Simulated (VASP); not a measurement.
A VASP calculation is set up with these files.

### POSCAR
```
GaAs
1
    0.0000000000     2.7513388404     2.7513388404
    2.7513388404     0.0000000000     2.7513388404
    2.7513388404     2.7513388404     0.0000000000
Ga As
1 1
Direct
  0.0000000000   0.0000000000   0.0000000000
  0.2500000000   0.2500000000   0.2500000000
```

**KPOINTS**
```
Automatic mesh
0
Gamma
8 8 8
0 0 0
```

INCAR:
```
NSW = 40
EDIFFG = -0.02
NELM = 100
LMAXMIX = 4   # l cut-off of mixed one-centre charges
SIGMA = 0.05   # width (eV)
LCHARG = .FALSE.
EDIFF = 1E-6   # SCF stop (eV)
LASPH = .TRUE.
ENCUT = 500
LREAL = .FALSE.   # projection in real space or not
IBRION = 2   # conjugate gradients
PSTRESS = 100
LWAVE = .FALSE.
PREC = Accurate
ISIF = 3   # ions, shape and volume
ALGO = Normal
ISMEAR = 0   # Gaussian
SYSTEM = GaAs
```

POTCAR, in this order: Ga_d As (LDA.64 set). Program: vasp_std.

### Question
Write an equivalent input for Ansatz.

### Answer
One equivalent input (not run):
Ansatz 0.2 input:
```yaml
crystal:
  lattice:
    - [0.0000000, 2.7513388, 2.7513388]
    - [2.7513388, 0.0000000, 2.7513388]
    - [2.7513388, 2.7513388, 0.0000000]
  atoms:
    - { symbol: Ga, position: [0.0000000, 0.0000000, 0.0000000] }
    - { symbol: As, position: [0.2500000, 0.2500000, 0.2500000] }
kpoints:
  mp_grid: { grid: [8, 8, 8] }
hamiltonian:
  xc: lda
  pseudopotentials: { kind: paw }
scf:
  occupations: { method: gaussian, width: 0.05 }
  max_iter: 100
relax:
  max_steps: 40
  f_tol: 0.02
  cell: { p_target: 10 }
output: { forces: true, stress: true, eigenvalues: true }
```
Limits of the translation: each code has its own PAW files, so the cut-off isn't converted (ENCUT is set for VASP's; basis.ecutwfc is left out, and Ansatz then takes the one that its files recommend); Ansatz stops its SCF on the density residual and VASP on the energy change (EDIFF); Ansatz's lda is the Perdew-Wang form, while the LDA potentials of VASP carry Perdew-Zunger's.

The compound is GaAs in the zinc blende structure. This run relaxes it under an external pressure of 10 GPa. Symmetry was kept, so distortions that lower it aren't found.
